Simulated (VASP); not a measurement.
Data:

```
AgBr
1.0
    0.00000     2.82074     2.82074
    2.82074     0.00000     2.82074
    2.82074     2.82074     0.00000
Ag Br
1 1
Cartesian
  0.00000   0.00000   0.00000
  2.82074   2.82074   2.82074
```

Computed with LDA (Ceperley-Alder, Perdew-Zunger), VASP's LDA PAW potentials (set 64) (plane waves; VASP). Run with 520 eV cut-off, 8×8×8 Γ-centred mesh, Gaussian smearing of 0.050 eV, potentials Ag Br.

The job: AgBr (rock salt), 2 atoms, LDA, static run, 520 eV, 8×8×8 Γ-centred mesh. Roughly how much core time does it take on a busy server core?

About 10 core-seconds (one run on a shared machine, a rough figure). It had 29 irreducible k-points, 13 bands, up to 1243 plane waves and 13 electronic steps.

The compound is AgBr in the rock salt structure. This cell is one point of a volume scan, at 1.03 of the reference volume.
